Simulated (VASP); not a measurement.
All values below come from PBE GGA, VASP's PBE PAW potentials (set 64) (plane waves; VASP).

A VASP calculation is set up with these files.

### INCAR
```
GGA  =  PE
LASPH  =  .True.   ! aspherical one-centre terms
EDIFF  =  1E-6
ENCUT  =  300
ISMEAR  =  0   ! Gaussian
PREC  =  Accurate
SYSTEM  =  Cl2
LCHARG  =  .False.
ISIF  =  2
ALGO  =  Normal   ! blocked Davidson
LWAVE  =  .False.
LREAL  =  .False.   ! projection in real space or not
NELM  =  100   ! most electronic steps
SIGMA  =  0.272   ! width (eV)
```

File POSCAR:
```
Cl2
1
   -2.6819110000     2.6819110000     1.4632830000
    2.6819110000    -2.6819110000     1.4632830000
    2.6819110000     2.6819110000    -1.4632830000
Cl
2
Direct
  0.7377210000   0.2366750000   0.4940780000
  0.0122790000   0.0133250000   0.0059220000
```

KPOINTS:
```
Automatic mesh
0
Gamma
7 7 5
0 0 0
```

POTCAR, in this order: Cl (PBE.64 set). Program: vasp_std.

The resulting files:

**OSZICAR**
```
       N       E                     dE             d eps       ncg     rms          rms(c)
DAV:   1     0.513547135827E+02    0.51355E+02   -0.46856E+03  2738   0.707E+02
DAV:   2    -0.500263817788E-01   -0.51405E+02   -0.49839E+02  4181   0.155E+02
DAV:   3    -0.205575729240E+01   -0.20057E+01   -0.19593E+01  3375   0.324E+01
DAV:   4    -0.207451353270E+01   -0.18756E-01   -0.18742E-01  3248   0.392E+00
DAV:   5    -0.207484795258E+01   -0.33442E-03   -0.33439E-03  3360   0.469E-01    0.774E+00
DAV:   6    -0.207092593016E+01    0.39220E-02   -0.83565E-03  3282   0.616E-01    0.470E+00
DAV:   7    -0.207248296164E+01   -0.15570E-02   -0.85088E-03  3243   0.664E-01    0.190E-01
DAV:   8    -0.207219690487E+01    0.28606E-03   -0.12034E-03  3237   0.228E-01    0.194E-02
DAV:   9    -0.207220752131E+01   -0.10616E-04   -0.22445E-05  3342   0.429E-02    0.982E-03
DAV:  10    -0.207221322920E+01   -0.57079E-05   -0.47152E-06  3204   0.184E-02    0.272E-03
DAV:  11    -0.207221362189E+01   -0.39269E-06   -0.60760E-07  2304   0.655E-03
   1 F= -.20722136E+01 E0= -.20072187E+01  d E =-.129990E+00
```

OUTCAR:
```
------------------------ aborting loop because EDIFF is reached ----------------------------------------
  FORCE on cell =-STRESS in cart. coord.  units (eV):
  Direction    XX          YY          ZZ          XY          YZ          ZX
  --------------------------------------------------------------------------------------
  Total        1.6369866      0.4310753      1.1568404     -0.0196825      0.0362655     -0.0530669
  in kB       62.2986559     16.4053958     44.0257718     -0.7490539      1.3801545     -2.0195631
  external PRESSURE =      40.9099412 kB  Pullay stress =       0.0000000 kB
  volume of cell :       42.10
      direct lattice vectors                 reciprocal lattice vectors
    -2.681911000  2.681911000  1.463283000     0.000000000  0.186434225  0.341697402
     2.681911000 -2.681911000  1.463283000     0.186434225  0.000000000  0.341697402
     2.681911000  2.681911000 -1.463283000     0.186434225  0.186434225  0.000000000
 POSITION                                       TOTAL-FORCE (eV/Angst)
 -----------------------------------------------------------------------------------
     -0.01869      2.66883      0.70284         0.100467      0.046754     -0.268130
      0.01869      0.01308      0.02880        -0.100467     -0.046754      0.268130
 -----------------------------------------------------------------------------------
    total drift:                               -0.000000      0.000000      0.000000
  FREE ENERGIE OF THE ION-ELECTRON SYSTEM (eV)
  ---------------------------------------------------
  free  energy   TOTEN  =        -2.0722136219 eV

  energy  without entropy=       -1.9422237665  energy(sigma->0) =       -2.00721869
```
(Selected blocks of OUTCAR.)

At this cut-off the stress carries a Pulay error, which pulls relaxed volumes low.

The structure was generated: Cl2 was put into an ordered model structure, which need not be its known phase. The cell was not relaxed at this level, atoms are displaced from their ideal sites. The k-mesh is coarse (spacing up to 0.35 per Å, 2π included), so the numbers may not be converged in it.
